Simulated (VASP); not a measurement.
Data:

```
HgS
1.0
    0.00000     3.09791     3.09791
    3.09791     0.00000     3.09791
    3.09791     3.09791     0.00000
Hg S
1 1
Direct
  0.00000   0.00000   0.00000
  0.25000   0.25000   0.25000
```

Computed with vdW-DF2, VASP's PBE PAW potentials (set 64) (plane waves; VASP 6.6.1). Settings: 520 eV cut-off, 9×9×9 Γ-centred mesh, first-order Methfessel-Paxton smearing of 0.10 eV, potentials Hg S.

Unless said otherwise, spin-orbit coupling is left out, though it shifts the bands of the heavy elements here.

Q: What does the run give for the energy per atom (σ→0), band gap (on the k-mesh) with the smallest direct gap where there is one?

A: 
The band gap (on the k-mesh) comes out as none (metal, semimetal or under 0.01 eV) and the energy per atom (σ→0) comes out as 0.010 eV/atom.

The compound is HgS in the zinc blende structure, metacinnabar; cinnabar is the stable form. It was relaxed first, which changed the volume by +19 %. The start is the result of an earlier pass.
